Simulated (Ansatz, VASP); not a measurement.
CaB2: the dispersion correction in 2 programs

The cell as given:

It takes space group P6/mmm (No. 191, hexagonal). Conventional cell: a = 3.226 Å, b = 3.226 Å, c = 4.067 Å, α = 90.00°, β = 90.00°, γ = 120.00°. Ca (site symmetry 6/mmm) is surrounded by 12 B at 2.76 Å. B (site symmetry -6m2) is surrounded by 3 B at 1.86 Å.

The cell comes from a database or a generator and needn't be the stable form of this composition.

Kept alike: task relaxation of cell and atoms; functional r2SCAN; k mesh 9 × 9 × 7; occupations fermi-dirac, width 0.05 eV; no spin polarisation. The mesh is that of the run's cell of 3 atoms. No spin-orbit coupling.

- A: Ansatz, Ansatz PAW, made for PBE, cutoff 500 eV
- B: VASP, PBE PAW files B, Ca_sv, 600 eV, made for PBE

```csv
dispersion correction,A: volume (Å³/atom),B: volume (Å³/atom)
none,12.187,12.250
D3(BJ),12.019,12.074
D4,12.073,12.123
rVV10,12.127,12.185
```

Values on potentials made for another functional: all of A; all of B. Values hold for each row's relaxed cell, which stops near the pressure aimed at (zero). Ansatz's stress holds its Pulay term. Programs can differ in the three-body term of D3, and some take D4 from an outside library. For a metal such a mesh leaves the last digits unconverged.

**Question.** How large is the effect of the dispersion correction, and do the programs agree on it?

**Answer.** From none to D3(BJ) the volume moves by -0.168 in A, -0.176 in B (Å³/atom). Row by row the programs differ by 0.050 to 0.063, and over this span the shifts, as printed, agree within about 5 %. Shifts from none: D3(BJ) -0.168, -0.176; D4 -0.114, -0.127; rVV10 -0.060, -0.065; the programs' shifts differ by up to 0.013.
